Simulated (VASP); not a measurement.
Here is the system:

```
Al2Au
1.0
    0.00000     3.00000     3.00000
    3.00000     0.00000     3.00000
    3.00000     3.00000     0.00000
Al Au
2 1
Direct
  0.25000   0.25000   0.25000
  0.75000   0.75000   0.75000
  0.00000   0.00000   0.00000
```

Calculation: r2SCAN meta-GGA, VASP's PBE PAW potentials (set 64) (plane waves; VASP 6.6.1). Run with 520 eV cut-off, 8×8×8 Γ-centred mesh, first-order Methfessel-Paxton smearing of 0.10 eV, potentials Al Au.

Unless said otherwise, spin-orbit coupling is left out, though it shifts the bands of the heavy elements here.

### Question
Predict the energy per atom (σ→0), band gap (on the k-mesh) with the smallest direct gap where there is one.

### Answer

```yaml
band gap (on the k-mesh): none (metal, semimetal or under 0.01 eV)
energy per atom (σ→0): -21.851 eV/atom
```

Total energies compare only between runs with the same potentials, cut-off and functional.

The compound is AuAl2 in the fluorite structure. The cell was not relaxed at this level. The start is the result of an earlier pass. The electron count is odd and the run is not spin-polarised, which forces a metal.
